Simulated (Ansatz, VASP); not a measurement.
# Cross-check of BiN between VASP and Ansatz, part 2 of 2

Wanted: the spread between two codes on one cell, functional and k mesh. The cell is invented: As first built, before any earlier steps moved the atoms (in the runner's words): it takes the LuN structure with some of its atoms replaced by other elements, volume scaled by an estimate. It may not be a known or stable phase. The cell is taken from a series of VASP runs on this material, whose earlier steps may have relaxed, scaled or displaced it; both programs get it as it stands.

VASP 6.6.1 and Ansatz 0.2.0.

So far. Step 4 (Differences): Among the levels compared at these points, filled levels agree within 18 meV and empty ones within 8 meV. Ansatz's pressure holds a Pulay correction of 0.29 GPa; VASP's holds none.

**5. VASP: band structure, LDA**

Level of this step: LDA; plane waves and PAW (Bi_d, N); invented cell (VASP).

The same path points are solved in both programs, so levels can be compared one by one.

Contents of INCAR:

```
SYSTEM = BiN
PREC = Accurate
ENCUT = 520
EDIFF = 1E-06
NELM = 100
ISMEAR = 0
SIGMA = 0.02
LREAL = .FALSE.
ALGO = Normal
GGA = CA
NBANDS = 22
LORBIT = 11
LWAVE = .FALSE.
LCHARG = .FALSE.
KPAR = 4
```

Contents of POSCAR:

```
BiN
1.0
    0.0000000000      2.5735446719      2.5735446719
    2.5735446719      0.0000000000      2.5735446719
    2.5735446719      2.5735446719      0.0000000000
Bi N
1 1
Direct
    0.0000000000      0.0000000000      0.0000000000
    0.5000000000      0.5000000000      0.5000000000
```

Contents of KPOINTS:

```
Automatic mesh
0
Gamma
5 5 5
0 0 0
```

Contents of KPOINTS_OPT:

```
Line mode
16
Line-mode
Reciprocal
  0.00000000   0.00000000   0.00000000 GAMMA
  0.50000000   0.00000000   0.50000000 X

  0.50000000   0.00000000   0.50000000 X
  0.50000000   0.25000000   0.75000000 W

  0.50000000   0.25000000   0.75000000 W
  0.37500000   0.37500000   0.75000000 K

  0.37500000   0.37500000   0.75000000 K
  0.00000000   0.00000000   0.00000000 GAMMA

  0.00000000   0.00000000   0.00000000 GAMMA
  0.50000000   0.50000000   0.50000000 L

  0.50000000   0.50000000   0.50000000 L
  0.62500000   0.25000000   0.62500000 U

  0.62500000   0.25000000   0.62500000 U
  0.50000000   0.25000000   0.75000000 W

  0.50000000   0.25000000   0.75000000 W
  0.50000000   0.50000000   0.50000000 L

  0.50000000   0.50000000   0.50000000 L
  0.37500000   0.37500000   0.75000000 K

  0.62500000   0.25000000   0.62500000 U
  0.50000000   0.00000000   0.50000000 X
```

PAW data sets: Bi_d and N (PBE family, release 64).

Run with:

```bash
$ mpirun -np 4 vasp_std
```

Numbers of over 12 decimals in the logs are rounded to 6 here.

The program printed:

```text
[banner, memory and clock lines left out]
running    4 mpi-ranks, on    1 nodes
[...]
|                                                                             |
|               ----> ADVICE to this user running VASP <----                  |
|                                                                             |
|     You enforced a specific xc type in the INCAR file but a different       |
|     [... a line on the potential file left out ...]
|     I HOPE YOU KNOW WHAT YOU ARE DOING!                                     |
|                                                                             |

 LDA part: xc-table for (Slater(with rela. corr.)+CA(PZ))
 , standard interpolation
 POSCAR, INCAR and KPOINTS ok, starting setup
[...]
entering main loop
       N       E                     dE             d eps       ncg     rms          rms(c)
DAV:   1     0.184172716774E+03    0.18417E+03   -0.10218E+04   462   0.112E+03
DAV:   2     0.890572759451E+00   -0.18328E+03   -0.17301E+03   480   0.356E+02
[...]
DAV:  13    -0.123961524360E+02    0.46756E-05   -0.73049E-06   530   0.125E-02    0.284E-03
DAV:  14    -0.123961523835E+02    0.52496E-07   -0.32635E-07   328   0.364E-03
   1 F= -.12396152E+02 E0= -.12396152E+02  d E =-.732688E-15
 Start KPOINTS_OPT (optional k-point list driver)
k-point batch [1-10\160]
       N       E                     dE             ncg
DAV:   1     0.793827373334E+03   -0.14770E+04      448
DAV:   2    -0.106306300137E+04   -0.18569E+04      484
DAV:   3    -0.121900323878E+04   -0.15594E+03      494
DAV:   4    -0.122274686388E+04   -0.37436E+01      526
DAV:   5    -0.122284732579E+04   -0.10046E+00      580
DAV:   6    -0.122285027999E+04   -0.29542E-02      582
DAV:   7    -0.122285035360E+04   -0.73613E-04      588
DAV:   8    -0.122285035396E+04   -0.35883E-06      396
[...]
k-point batch [151-160\160]
       N       E                     dE             ncg
DAV:   1     0.592521963708E+03   -0.74821E+04      446
DAV:   2    -0.119453102594E+04   -0.17871E+04      510
DAV:   3    -0.133727856624E+04   -0.14275E+03      538
DAV:   4    -0.134044623022E+04   -0.31677E+01      602
DAV:   5    -0.134052043206E+04   -0.74202E-01      546
DAV:   6    -0.134052379387E+04   -0.33618E-02      620
DAV:   7    -0.134052399738E+04   -0.20351E-03      602
DAV:   8    -0.134052399808E+04   -0.70305E-06      540
```

Parts of OUTCAR (step 5):

```text
  Total       -1.6732349     -1.6732349     -1.6732349      0.0000000      0.0000000     -0.0000000
  in kB      -78.6397945    -78.6397945    -78.6397945      0.0000000      0.0000000     -0.0000000
  external PRESSURE =     -78.6397945 kB  Pullay stress =       0.0000000 kB

  FREE ENERGIE OF THE ION-ELECTRON SYSTEM (eV)
  ---------------------------------------------------
  free  energy   TOTEN  =       -12.3961523835 eV

  energy  without entropy=      -12.3961523835  energy(sigma->0) =      -12.39615238

[... 3 parts as in an earlier step ...]

[... 1 further part left out ...]
[key lines of the parts left out:]
E-fermi :   8.3641
```

Off the labelled points, the distance between valence and conduction band changes from one point of the path to the next by more than its own size. This is read as a crossing, and the least sampled distance of 0.04 eV as a residue of the sampling; a gap narrower than this sampling can resolve is not excluded. The PAW data sets were made with PBE, though LDA sets exist; this is a small mismatch. At this level the cell is under a tension of 7.9 GPa, so at these settings it is away from equilibrium.

**6. Ansatz: band structure, LDA**

The same cell, functional (in two slightly different forms), mesh and smearing now go to Ansatz, which takes its cutoff from its data sets.

The cell is taken from a series of VASP runs on this material, whose earlier steps may have relaxed, scaled or displaced it; both programs get it as it stands.

Contents of input.yaml:

```yaml
crystal:
  lattice:
    - [0.0, 2.5735446719, 2.5735446719]
    - [2.5735446719, 0.0, 2.5735446719]
    - [2.5735446719, 2.5735446719, 0.0]
  atoms:
    - { symbol: Bi, position: [0.0, 0.0, 0.0] }
    - { symbol: "N", position: [0.5, 0.5, 0.5] }
hamiltonian:
  xc: lda
  pseudopotentials: { kind: paw }
kpoints:
  mp_grid: { grid: [5, 5, 5] }
  band_path:
    path:
      - [0.0, 0.0, 0.0]
      - [0.16667, 0.0, 0.16667]
      - [0.33333, 0.0, 0.33333]
      - [0.5, 0.0, 0.5]
      - [0.5, 0.08333, 0.58333]
      - [0.5, 0.18333, 0.68333]
      - [0.5, 0.25, 0.75]
      - [0.45, 0.3, 0.75]
      - [0.40833, 0.34167, 0.75]
      - [0.35, 0.35, 0.7]
      - [0.225, 0.225, 0.45]
      - [0.075, 0.075, 0.15]
      - [0.03333, 0.03333, 0.03333]
      - [0.23333, 0.23333, 0.23333]
      - [0.4, 0.4, 0.4]
      - [0.51667, 0.46667, 0.51667]
      - [0.55833, 0.38333, 0.55833]
      - [0.60833, 0.28333, 0.60833]
      - [0.60833, 0.25, 0.64167]
      - [0.55833, 0.25, 0.69167]
      - [0.51667, 0.25, 0.73333]
      - [0.5, 0.3, 0.7]
      - [0.5, 0.38333, 0.61667]
      - [0.5, 0.45, 0.55]
      - [0.5, 0.48333, 0.51667]
      - [0.475, 0.475, 0.55]
      - [0.425, 0.425, 0.65]
      - [0.38333, 0.38333, 0.73333]
      - [0.59167, 0.18333, 0.59167]
      - [0.55, 0.1, 0.55]
      - [0.5, 0.0, 0.5]
    npoints: 1
scf:
  occupations: { method: gaussian, width: 0.02 }
  n_extra_bands: 7
output:
  forces: true
  stress: true
  eigenvalues: true
```

Run with:

```bash
$ ansatz run input.yaml --threads 2 --pin off --max-ram 4608MiB --backend cpu --events-out ev --progress --plain --runs-dir out
```

The program printed:

```text
[...]
Crystal: 2 atoms, lattice volume = 34.090 Å³
Basis set: ecut = 420 eV, 645 PW (Γ)
Bands: 17, of which v1, the nominal top of the filled ones, is band 10 counted from 1 (9 counted from 0)
Symmetry: 48 space group operations
[...]
k-points: 10 of 125
[...]
k-point 0: bands = [... 6 lower, 5.2560, 10.3271, 10.3271, 10.3271, 18.5340, 18.5340, 18.5340, 21.4525, ... 3 higher]
  k-point 1: bands = [... 6 lower, 4.0082, 10.4826, 10.4826, 10.9667, 15.5686, 16.9913, 16.9913, 20.3660, ... 3 higher]
  k-point 2: bands = [... 6 lower, 1.6175, 10.8415, 10.8415, 11.5496, 13.3291, 15.1681, 15.1681, 21.1209, ... 3 higher]
  k-point 9: bands = [... 6 lower, 2.1653, 7.5676, 7.5862, 11.4531, 14.6642, 16.7175, 16.8398, 21.5448, ... 3 higher]
[key lines of the parts left out:]
SCF converged after 6 iterations
Free energy (F): -12458.392044 eV
Fermi energy:    12.785767 eV
P = ⅓ Tr σ = -8.2821 GPa (-82.821 kbar)
```

Wall time 0.56 s (2 threads of Arm Neoverse V2, shared host); peak memory 0.26 GiB; 0.93 s of CPU time.

**7. Comparison**

What differs besides the data sets and the points named for the pairs above, as far as they apply: the two LDA forms differ slightly; Ansatz makes its cores anew for this functional, VASP keeps those of its PBE data sets; VASP's log shows a relativistic correction to its local exchange, Ansatz's none. Total energies have different zeros and are not compared.

Compared:

```tsv
quantity	Ansatz	VASP	difference
pressure (GPa)	-8.28	-7.86	-0.42
pressure without Ansatz's Pulay correction (GPa)	-8.65	-7.86	-0.78
gap over the path points (eV)	0.021	0.041	-0.019
```

Levels at points of the path, from each program's valence-band top (eV; 4 filled, then empty):

```tsv
k (reciprocal lattice)	Ansatz	VASP
0.000 0.000 0.000	-7.14 -2.06 -2.06 -2.06 6.14 6.14 6.14	-7.09 -2.07 -2.07 -2.07 6.17 6.17 6.17
0.167 0.000 0.167	-8.06 -2.53 -2.53 -0.75 2.59 5.50 5.50	-8.02 -2.53 -2.53 -0.74 2.61 5.51 5.51
0.333 0.000 0.333	-8.99 -3.83 -3.45 -3.45 3.51 5.22 5.53	-8.95 -3.83 -3.45 -3.45 3.51 5.21 5.54
0.500 0.000 0.500	-8.90 -6.63 -3.89 -3.89 4.74 4.87 5.80	-8.85 -6.64 -3.89 -3.89 4.72 4.87 5.81
0.500 0.083 0.583	-9.26 -6.49 -4.13 -3.21 4.47 4.81 5.08	-9.21 -6.50 -4.13 -3.21 4.47 4.81 5.10
0.500 0.183 0.683	-9.98 -5.96 -4.87 -1.37 3.10 4.35 4.60	-9.93 -5.96 -4.88 -1.36 3.11 4.35 4.60
0.500 0.250 0.750	-10.16 -5.44 -5.44 -0.56 2.25 4.45 4.45	-10.12 -5.45 -5.45 -0.56 2.26 4.45 4.45
0.450 0.300 0.750	-10.17 -5.79 -4.75 -1.12 2.67 4.42 4.54	-10.12 -5.79 -4.75 -1.12 2.68 4.42 4.54
0.408 0.342 0.750	-10.19 -5.95 -3.85 -2.09 3.13 4.59 4.60	-10.14 -5.96 -3.85 -2.09 3.14 4.59 4.60
0.350 0.350 0.700	-10.47 -5.72 -2.90 -2.41 2.79 4.35 4.51	-10.42 -5.73 -2.90 -2.40 2.79 4.36 4.51
```

Among the levels compared at these points, filled levels agree within 52 meV and empty ones within 24 meV. Ansatz's pressure holds a Pulay correction of 0.37 GPa; VASP's holds none.

**8. VASP: band structure, PBE, spin-orbit coupling**

Levels along a path test the potential and the projectors away from the mesh points.

Changes to INCAR since step 5:

```diff
@@ -9,4 +9,9 @@
 ALGO = Normal
-GGA = CA
-NBANDS = 22
+GGA = PE
+LNONCOLLINEAR = .TRUE.
+MAGMOM = 0 0 0 0 0 0
+NBANDS = 32
+GGA_COMPAT = .FALSE.
+LASPH = .TRUE.
+LSORBIT = .TRUE.
 LORBIT = 11
```

POSCAR is that of step 5.

Contents of KPOINTS:

```
Automatic mesh
0
Gamma
6 6 6
0 0 0
```

KPOINTS_OPT is that of step 5.

Run with:

```bash
$ mpirun -np 4 vasp_ncl
```

The program printed:

```text
[... set-up lines as in an earlier step ...]
 entering main loop
       N       E                     dE             d eps       ncg     rms          rms(c)
DAV:   1     0.228755230004E+03    0.22876E+03   -0.99783E+03  1032   0.157E+03
DAV:   2     0.138698078498E+02   -0.21489E+03   -0.20553E+03  1064   0.468E+02
DAV:   3    -0.120273928933E+02   -0.25897E+02   -0.25222E+02  1256   0.158E+02
DAV:   4    -0.131555169992E+02   -0.11281E+01   -0.11257E+01  1224   0.341E+01
[...]
DAV:  11    -0.113336407544E+02    0.10195E-03   -0.61915E-04  1368   0.176E-01    0.208E-02
DAV:  12    -0.113336400155E+02    0.73894E-06   -0.73286E-05  1288   0.528E-02    0.731E-03
DAV:  13    -0.113336407205E+02   -0.70502E-06   -0.33794E-06  1128   0.171E-02
   1 F= -.11333641E+02 E0= -.11333641E+02  d E =-.377294E-11  mag=    -0.0000    -0.0000    -0.0000
 Start KPOINTS_OPT (optional k-point list driver)
k-point batch [1-16\160]
       N       E                     dE             ncg
DAV:   1     0.194333981165E+04   -0.33365E+04     1032
DAV:   2    -0.149643686061E+04   -0.34398E+04     1048
DAV:   3    -0.192459738772E+04   -0.42816E+03     1264
DAV:   4    -0.194180961530E+04   -0.17212E+02     1232
DAV:   5    -0.194249292056E+04   -0.68331E+00     1584
DAV:   6    -0.194250174023E+04   -0.88197E-02     1296
DAV:   7    -0.194250199678E+04   -0.25655E-03     1600
DAV:   8    -0.194250199983E+04   -0.30446E-05     1264
DAV:   9    -0.194250199990E+04   -0.73590E-07      872
[...]
k-point batch [145-160\160]
       N       E                     dE             ncg
DAV:   1     0.170211877358E+04   -0.10875E+05     1032
DAV:   2    -0.165960298296E+04   -0.33617E+04     1040
DAV:   3    -0.203954661025E+04   -0.37994E+03     1192
DAV:   4    -0.205482899063E+04   -0.15282E+02     1288
DAV:   5    -0.205544935344E+04   -0.62036E+00     1600
DAV:   6    -0.205545687624E+04   -0.75228E-02     1296
DAV:   7    -0.205545725595E+04   -0.37971E-03     1616
DAV:   8    -0.205545725912E+04   -0.31682E-05     1272
DAV:   9    -0.205545725919E+04   -0.77165E-07      888
```

From OUTCAR (step 8):

```text
  Total        0.0468425      0.0468425      0.0468425      0.0000000      0.0000000      0.0000000
  in kB        2.2015357      2.2015357      2.2015357      0.0000000      0.0000000      0.0000000
  external PRESSURE =       2.2015357 kB  Pullay stress =       0.0000000 kB

 POSITION                                       TOTAL-FORCE (eV/Angst)
 -----------------------------------------------------------------------------------
      0.00000      0.00000      0.00000         0.000000     -0.000000      0.000000
      2.57354      2.57354      2.57354        -0.000000      0.000000     -0.000000
 -----------------------------------------------------------------------------------
    total drift:                                0.000000      0.000000      0.000000

  FREE ENERGIE OF THE ION-ELECTRON SYSTEM (eV)
  ---------------------------------------------------
  free  energy   TOTEN  =       -11.3336407205 eV

  energy  without entropy=      -11.3336407205  energy(sigma->0) =      -11.33364072

 magnetization (x)
# of ion       s       p       d       tot
------------------------------------------
    1       -0.000   0.000   0.000  -0.000
    2        0.000   0.000   0.000   0.000
--------------------------------------------------
tot         -0.000   0.000   0.000  -0.000

 magnetization (y)
# of ion       s       p       d       tot
------------------------------------------
    1        0.000   0.000  -0.000   0.000
    2        0.000  -0.000   0.000  -0.000
--------------------------------------------------
tot          0.000  -0.000  -0.000  -0.000

 magnetization (z)
# of ion       s       p       d       tot
------------------------------------------
    1        0.000   0.000   0.000   0.000
    2       -0.000   0.000   0.000   0.000
--------------------------------------------------
tot         -0.000   0.000   0.000   0.000

[... 1 part as in an earlier step ...]

[... 2 further parts left out ...]
[key lines of the parts left out:]
E-fermi :   8.1785
```

VASP adds spin-orbit coupling inside the spheres on scalar-relativistic partial waves, which describe the 6p1/2 states imperfectly, so such gaps can be off by a tenth of an eV or more.

**9. Ansatz: band structure, PBE, spin-orbit coupling**

The same cell, functional, mesh and smearing now go to Ansatz, which takes its cutoff from its data sets.

The cell is taken from a series of VASP runs on this material, whose earlier steps may have relaxed, scaled or displaced it; both programs get it as it stands.

Changes to input.yaml since step 6:

```diff
@@ -9,6 +9,9 @@
 hamiltonian:
-  xc: lda
-  pseudopotentials: { kind: paw }
+  xc: pbe
+  pseudopotentials: { kind: paw_fr }
+magnetization:
+  noncollinear: true
+  spin_orbit: true
 kpoints:
-  mp_grid: { grid: [5, 5, 5] }
+  mp_grid: { grid: [6, 6, 6] }
   band_path:
@@ -26,2 +29,3 @@
       - [0.225, 0.225, 0.45]
+      - [0.2, 0.2, 0.4]
       - [0.075, 0.075, 0.15]
@@ -49,3 +53,3 @@
   occupations: { method: gaussian, width: 0.02 }
-  n_extra_bands: 7
+  n_extra_bands: 14
 output:
```

Run with:

```bash
$ ansatz run input.yaml --threads 2 --pin off --max-ram 4608MiB --backend cpu --events-out ev --progress --plain --runs-dir out
```

The program printed:

```text
[...]
non-collinear run that drives no moment, with spin-orbit: no starting moment large enough to seed its density (crystal.atoms[].spin), no starting occupations that ask for one, no magnetisation constraint and no magnetic field, so the semilocal B_xc is pinned to zero
Crystal: 2 atoms, lattice volume = 34.090 Å³
[...]
k-point 1: bands = [... 16 lower, 10.7343, 10.7343, 11.0570, 11.0570, 15.4042, 15.4042, 17.7093, 17.7093, ... 10 higher]
  k-point 2: bands = [... 16 lower, 10.9528, 10.9528, 11.5732, 11.5732, 13.7648, 13.7648, 15.4749, 15.4749, ... 10 higher]
  k-point 15: bands = [... 16 lower, 7.9647, 7.9647, 10.9434, 10.9434, 15.6700, 15.6700, 17.2059, 17.2059, ... 10 higher]
[key lines of the parts left out:]
SCF converged after 7 iterations
Magnetization: |M| = 0.0000 μB,  M = (+0.0000, +0.0000, +0.0000) μB
Free energy (F): -12820.599618 eV
Fermi energy:    12.663157 eV
P = ⅓ Tr σ = 0.3470 GPa (3.470 kbar)
```

Run time: 3.5 s. Hardware: 2 threads; peak memory 0.38 GiB; 6.8 s of CPU time.

**10. Comparison**

What differs besides the data sets and the points named for the pairs above, as far as they apply: spin-orbit coupling enters by fully relativistic files in Ansatz and inside the spheres in VASP. Total energies have different zeros and are not compared.

Compared:

```tsv
quantity	Ansatz	VASP	difference
pressure (GPa)	0.35	0.22	+0.13
pressure without Ansatz's Pulay correction (GPa)	0.07	0.22	-0.15
gap over the path points (eV)	0.324	0.297	+0.028
```

Levels at points of the path, from each program's valence-band top (eV; 8 filled, then empty):

```tsv
k (reciprocal lattice)	Ansatz	VASP
0.000 0.000 0.000	-7.09 -7.09 -2.39 -2.39 -1.90 -1.90 -1.90 -1.90 4.01 4.01 7.52 7.52 7.52 7.52	-7.14 -7.14 -2.33 -2.33 -1.90 -1.90 -1.90 -1.90 4.25 4.25 7.47 7.47 7.47 7.47
0.167 0.000 0.167	-7.97 -7.97 -2.76 -2.76 -2.30 -2.30 -0.71 -0.71 2.20 2.20 5.33 5.33 6.53 6.53	-8.02 -8.02 -2.71 -2.71 -2.30 -2.30 -0.71 -0.71 2.31 2.31 5.35 5.35 6.49 6.49
0.333 0.000 0.333	-8.80 -8.80 -4.10 -4.10 -3.27 -3.27 -3.13 -3.13 3.24 3.24 5.22 5.22 5.49 5.49	-8.87 -8.87 -4.05 -4.05 -3.29 -3.29 -3.14 -3.14 3.33 3.33 5.27 5.27 5.44 5.44
0.500 0.000 0.500	-8.55 -8.55 -6.59 -6.59 -4.04 -4.04 -3.54 -3.54 4.40 4.40 5.00 5.00 5.69 5.69	-8.64 -8.64 -6.58 -6.58 -4.01 -4.01 -3.55 -3.55 4.51 4.51 4.95 4.95 5.70 5.70
0.500 0.083 0.583	-8.90 -8.90 -6.44 -6.44 -4.08 -4.08 -3.06 -3.06 4.06 4.06 4.94 4.94 5.50 5.50	-8.99 -8.99 -6.43 -6.43 -4.07 -4.07 -3.06 -3.06 4.16 4.16 4.92 4.92 5.49 5.49
0.500 0.183 0.683	-9.56 -9.56 -5.96 -5.96 -4.71 -4.71 -1.29 -1.29 2.85 2.85 4.60 4.60 4.88 4.88	-9.65 -9.65 -5.94 -5.94 -4.71 -4.71 -1.29 -1.29 2.94 2.94 4.58 4.58 4.86 4.86
0.500 0.250 0.750	-9.72 -9.72 -5.69 -5.69 -5.02 -5.02 -0.50 -0.50 2.10 2.10 4.51 4.51 4.81 4.81	-9.82 -9.82 -5.65 -5.65 -5.05 -5.05 -0.50 -0.50 2.18 2.18 4.51 4.51 4.79 4.79
0.450 0.300 0.750	-9.74 -9.74 -5.80 -5.80 -4.58 -4.58 -1.05 -1.05 2.49 2.49 4.50 4.50 4.91 4.91	-9.83 -9.83 -5.77 -5.77 -4.59 -4.59 -1.05 -1.05 2.57 2.57 4.50 4.50 4.90 4.90
0.408 0.342 0.750	-9.77 -9.77 -5.91 -5.91 -3.75 -3.75 -1.98 -1.98 2.92 2.92 4.51 4.51 5.14 5.14	-9.86 -9.86 -5.90 -5.90 -3.75 -3.75 -1.98 -1.98 2.99 2.99 4.53 4.53 5.12 5.12
0.350 0.350 0.700	-10.04 -10.04 -5.68 -5.68 -2.89 -2.89 -2.22 -2.22 2.60 2.60 4.28 4.28 5.03 5.03	-10.13 -10.13 -5.66 -5.66 -2.88 -2.88 -2.23 -2.23 2.67 2.67 4.31 4.31 5.01 5.01
```

Among the levels compared at these points, filled levels agree within 97 meV and empty ones within 247 meV. Ansatz's pressure holds a Pulay correction of 0.28 GPa; VASP's holds none.

**11. Outcome**

| Quantity | Value |
| --- | --- |
| difference in gap over the path points (band structure, PBE) | 0.0066 eV |
| difference in gap over the path points (band structure, LDA) | -0.019 eV |
| difference in gap over the path points (band structure, PBE, spin-orbit coupling) | 0.028 eV |

What this shows: The difference in gap over the path points is 0.028 eV (band structure, PBE, spin-orbit coupling), within the 0.08 eV picked in this series as the mark of a large difference. 3 further runs of this series are not shown here. How closely two codes agree says nothing of how well the functional describes the real material.

[Lines on the potential files, build, host, timing and source positions are cut from VASP's logs without a mark.]

[Logs are printed without paths, hosts, clocks, repeated set-up lines and the standing remarks that a program may print on its own settings, such as how far it seeks lower states.]

[Hosts, paths, dates, database ids (printed as entryN), source tags and the programs' standing remarks are cut or masked in the printed files.]

[VASP's PBE data sets in a run with another functional are called a small mismatch above; for pressures it isn't always small: they can move by 1 GPa and more.]
